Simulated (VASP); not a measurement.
All values below come from LDA (Ceperley-Alder, Perdew-Zunger), VASP's LDA PAW potentials (set 64) (plane waves; VASP).

Input for VASP

File KPOINTS:
```
Automatic mesh
0
Gamma
8 8 4
0 0 0
```

POSCAR:
```
MgBr2
1
    3.7580048499    -0.0000000000    -0.0000000000
   -1.8790024250     3.2545276543     0.0000000000
   -0.0000000000     0.0000000000     6.0804993585
Mg Br
1 2
Direct
  1.0000000000   0.0000000000   0.0000000000
  0.3333330000   0.6666670000   0.2452635297
  0.6666670000   0.3333330000   0.7547364703
```

### INCAR
```
! general
SYSTEM =MgBr2
PREC   =Accurate
ENCUT  =400
LREAL  =.FALSE.
LASPH  =.TRUE.

! electronic loop
EDIFF  =1E-7
NELM   =100
ALGO   =Normal
LMAXMIX=4

! smearing
ISMEAR =-5

! ions
ISIF   =2

! output
LWAVE  =.FALSE.
LCHARG =.TRUE.
LORBIT =11
NEDOS  =601

! other
LEFG   =.TRUE.
```

POTCAR, in this order: Mg Br (LDA.64 set). Program: vasp_std.

Question: What will the output report for the number of irreducible k-points (NKPTS), number of bands (NBANDS), largest plane-wave count, number of space-group operations, FFT grid (NGX, NGY, NGZ)?

Answer: 
```
Property                                       Value
--------------------------------------  ------------
number of irreducible k-points (NKPTS)            35
number of bands (NBANDS)                          12
largest plane-wave count                        1367
number of space-group operations                  12
FFT grid (NGX, NGY, NGZ)                28 × 28 × 40
```

The structure comes from a computed database's MgBr2 entry (P-3m1); how it stands against other phases isn't given here. It was relaxed first, which changed the volume by -10 %.
